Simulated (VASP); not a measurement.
Data:

```xyz
6
Lattice="4.7010 0.0000 0.0000 0.0000 4.7010 0.0000 0.0000 0.0000 4.7010" Properties=species:S:1:pos:R:3 pbc="T T T"
Ag     3.5257     1.1752     3.5257
Ag     1.1752     3.5257     3.5257
Ag     3.5257     3.5257     1.1752
Ag     1.1752     1.1752     1.1752
O      0.0000     0.0000     0.0000
O      2.3505     2.3505     2.3505
```

Method: PBEsol GGA, VASP's PBE PAW potentials (set 64) (plane waves; VASP). Settings: 620 eV cut-off, 7×7×7 Γ-centred mesh, first-order Methfessel-Paxton smearing of 0.10 eV, potentials Ag O.

What does the run give for the energy per atom (σ→0), band gap (on the k-mesh) with the smallest direct gap where there is one?

```
Item                                                         Value
------------------------  ----------------------------------------
band gap (on the k-mesh)  none (metal, semimetal or under 0.01 eV)
energy per atom (σ→0)                               -3.995 eV/atom
```

The compound is Ag2O in the cuprite structure. It was relaxed first.
